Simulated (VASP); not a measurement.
Data:

```yaml
crystal:
  lattice:
    - [0.00000, 2.28241, 2.28241]
    - [2.28241, 0.00000, 2.28241]
    - [2.28241, 2.28241, 0.00000]
  atoms:
    - { symbol: B, position: [0.00000, 0.00000, 0.00000] }
    - { symbol: P, position: [0.25000, 0.25000, 0.25000] }
```

Method: revPBE GGA, VASP's PBE PAW potentials (set 64) (plane waves; VASP). Numerical set-up: 520 eV cut-off, Gaussian smearing of 0.050 eV, potentials B P.

### Question
Give the energies of bands 2 to 7 at the high-symmetry points, in eV from the valence-band maximum.

### Answer

```tsv
band	Γ	X	U	L	W
2	0.00	-8.52	-8.11	-8.92	-8.02
3	0.00	-4.05	-6.11	-1.74	-5.57
4	0.00	-4.05	-3.45	-1.74	-5.37
5	3.37	1.36	2.17	3.68	5.36
6	3.37	1.71	5.98	4.69	6.75
7	3.37	11.99	9.63	4.69	7.17
```

The gap is indirect, 1.27 eV, from the valence maximum at Γ to the conduction minimum at Γ-X at 0.86.

The compound is BP in the zinc blende structure. It was relaxed first.
